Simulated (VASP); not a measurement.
Calculation: revPBE GGA, VASP's PBE PAW potentials (set 64) (plane waves; VASP 6.6.1).

VASP input:

### INCAR
```
SYSTEM = Al
PREC = Accurate; ENCUT = 520; LREAL = F
LASPH = T
EDIFF = 1E-6; NELM = 100; ALGO = Normal
ISMEAR = 1; SIGMA = 0.1
GGA = RE
IBRION = 2; NSW = 60; ISIF = 3
EDIFFG = -0.01
LWAVE = F; LCHARG = F
```

File POSCAR:
```
Al
1
    0.0000000000     2.0250000000     2.0250000000
    2.0250000000     0.0000000000     2.0250000000
    2.0250000000     2.0250000000     0.0000000000
Al
1
Direct
  0.0000000000   0.0000000000   0.0000000000
```

File KPOINTS:
```
Automatic mesh
0
Gamma
14 14 14
0 0 0
```

POTCAR, in this order: Al (PBE.64 set). Program: vasp_std.

The run wrote:

### OSZICAR
```
       N       E                     dE             d eps       ncg     rms          rms(c)
DAV:   1    -0.142584153097E+01   -0.14258E+01   -0.91719E+02  1100   0.336E+02
DAV:   2    -0.355149814206E+01   -0.21257E+01   -0.20448E+01  1360   0.320E+01
DAV:   3    -0.356828386387E+01   -0.16786E-01   -0.16394E-01  1385   0.323E+00
DAV:   4    -0.356835101104E+01   -0.67147E-04   -0.66914E-04  1390   0.183E-01
DAV:   5    -0.356835135593E+01   -0.34489E-06   -0.34554E-06  1390   0.120E-02    0.172E+00
DAV:   6    -0.355595665085E+01    0.12395E-01   -0.15669E-03  1230   0.338E-01    0.994E-01
DAV:   7    -0.354639470871E+01    0.95619E-02   -0.47660E-03  1240   0.545E-01    0.178E-01
DAV:   8    -0.354638274831E+01    0.11960E-04   -0.21628E-05  1405   0.474E-02    0.247E-02
DAV:   9    -0.354638016681E+01    0.25815E-05   -0.12376E-06  1275   0.863E-03    0.995E-04
DAV:  10    -0.354637980808E+01    0.35873E-06   -0.53808E-09   695   0.843E-04
   1 F= -.35463798E+01 E0= -.35464963E+01  d E =-.354638E+01
       N       E                     dE             d eps       ncg     rms          rms(c)
DAV:   1    -0.354639938477E+01   -0.19218E-04   -0.29678E-04  1340   0.108E-01    0.173E-02
DAV:   2    -0.354639793646E+01    0.14483E-05   -0.20286E-06  1055   0.123E-02    0.539E-03
DAV:   3    -0.354639686156E+01    0.10749E-05   -0.16790E-07   635   0.292E-03    0.191E-03
DAV:   4    -0.354639657229E+01    0.28927E-06   -0.52049E-08   580   0.175E-03
   2 F= -.35463966E+01 E0= -.35465154E+01  d E =-.167642E-04
```

### OUTCAR
```
------------------------ aborting loop because EDIFF is reached ----------------------------------------
  FORCE on cell =-STRESS in cart. coord.  units (eV):
  Direction    XX          YY          ZZ          XY          YZ          ZX
  --------------------------------------------------------------------------------------
  Total       -0.0030438     -0.0030438     -0.0030438      0.0000000      0.0000000     -0.0000000
  in kB       -0.2929150     -0.2929150     -0.2929150      0.0000000      0.0000000     -0.0000000
  external PRESSURE =      -0.2929150 kB  Pullay stress =       0.0000000 kB
  volume of cell :       16.65
      direct lattice vectors                 reciprocal lattice vectors
    -0.000000000  2.026688939  2.026688939    -0.246707815  0.246707815  0.246707815
     2.026688939 -0.000000000  2.026688939     0.246707815 -0.246707815  0.246707815
     2.026688939  2.026688939 -0.000000000     0.246707815  0.246707815 -0.246707815
 POSITION                                       TOTAL-FORCE (eV/Angst)
 -----------------------------------------------------------------------------------
      0.00000      0.00000      0.00000         0.000000      0.000000     -0.000000
 -----------------------------------------------------------------------------------
    total drift:                                0.000000     -0.000000     -0.000000
  FREE ENERGIE OF THE ION-ELECTRON SYSTEM (eV)
  ---------------------------------------------------
  free  energy   TOTEN  =        -3.5463965723 eV

  energy  without entropy=       -3.5467529170  energy(sigma->0) =       -3.54651535

 reached required accuracy - stopping structural energy minimisation
```
(Selected blocks of OUTCAR.)

**CONTCAR**
```
Al
   1.00000000000000
    -0.0000000000000000    2.0266889392281064    2.0266889392281064
     2.0266889392281064   -0.0000000000000000    2.0266889392281064
     2.0266889392281064    2.0266889392281064   -0.0000000000000000
  Al
     1
Direct
     0.0000000000000000    0.0000000000000000    0.0000000000000000
```

The compound is Al in the fcc structure. This run relaxes it. Symmetry was kept, so distortions that lower it aren't found.
